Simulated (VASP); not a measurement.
Here is the system:

```
CELL_PARAMETERS angstrom
      0.00000     3.04994     3.04994
      3.04994     0.00000     3.04994
      3.04994     3.04994     0.00000
ATOMIC_POSITIONS crystal
  Pb 0.00000 0.00000 0.00000
  Se 0.50000 0.50000 0.50000
```

All values below come from PBEsol GGA, VASP's PBE PAW potentials (set 64) (plane waves; VASP). Run with 400 eV cut-off, Gaussian smearing of 0.050 eV, potentials Pb_d Se.

Unless said otherwise, spin-orbit coupling is left out, though it shifts the bands of the heavy elements here.

Task: Predict the band gap (along the path) with the smallest direct gap where there is one.

Result: 
```
Property                                Value
------------------------------------  -------
band gap (along the path)             0.17 eV
smallest direct gap (along the path)  0.17 eV
```

Total energies compare only between runs with the same potentials, cut-off and functional.

The compound is PbSe in the rock salt structure. It was relaxed first.
